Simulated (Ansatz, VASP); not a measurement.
Two plane-wave programs on CaI

INCAR

```
PREC = Accurate
ENCUT = 600
EDIFF = 1E-6
ISMEAR = 0
SIGMA = 0.1
LREAL = False
LASPH = True
NELM = 80
ALGO = Normal
ISIF = 3
LWAVE = False
LCHARG = False
GGA = PE
IBRION = 2
NSW = 90
EDIFFG = -0.04
```

The input KPOINTS:

```
Automatic mesh
0
Gamma
  6 6 4
```

File POSCAR:

```
CaI
1.0
    4.3523987200      0.0000000000      0.0000000000
   -2.1761993600      3.7692878600      0.0000000000
    0.0000000000      0.0000000000      4.9738516000
Ca I
1 1
Direct
    0.0000000000      0.0000000000      0.5000000000
    0.0000000000      0.0000000000      0.0000000000
```

Input for Ansatz:

```yaml
crystal:
  lattice:
    - [4.35239872, 0.0, 0.0]
    - [-2.17619936, 3.76928786, 0.0]
    - [0.0, 0.0, 4.9738516]
  atoms:
    - { symbol: Ca, position: [0.0, 0.0, 0.5] }
    - { symbol: I, position: [0.0, 0.0, 0.0] }
basis:
  ecutwfc: 420
kpoints:
  mp_grid: { grid: [6, 6, 4] }
hamiltonian:
  xc: pbe
scf:
  occupations: { method: gaussian, width: 0.1 }
  lower_state_search: "off"
output:
  forces: true
  stress: true
  eigenvalues: true
relax:
  adjacent_minimum: "off"
  f_tol: 0.04
  max_steps: 70
  cell: { stress_tol: 0.4 }
```

Alike in both runs: task relaxation of cell and atoms; functional PBE; k mesh 6 × 6 × 4; occupations gaussian, width 0.1 eV; no spin polarisation.

|  | VASP | Ansatz |
| --- | --- | --- |
| version | VASP 6.6.1 | Ansatz 0.2.0 |
| potentials or method | VASP PAW PBE potentials, release 64 (Ca_sv, I) | scalar-relativistic, plane waves, PAW |
| plane-wave cutoff (eV) | 600 | 420 |
| valence electrons in the cell | 17 | 27 |

```tsv
	VASP	Ansatz	Ansatz less VASP
gap on the k mesh at the Fermi level, each at its own relaxed structure (eV)	none	none	-
relaxed volume (Å³/atom)	50.81	50.51	-0.303
relaxed cell length with the largest relative difference (Å)	4.434	4.425	-0.0091
energy change over the relaxation (meV/atom)	-851	-840	+10.3
```

A gap of «none» marks a metal or a gap that the smearing closes. The two sets of potentials don't hold the same shells in valence.

Caveats: the volume moved by over 15 % at a fixed basis, so the end points are rough; an odd number of electrons without spin polarisation forces a metal; a magnetic or distorted state may lie lower. Spin-orbit coupling is left out, which matters for the levels of I.
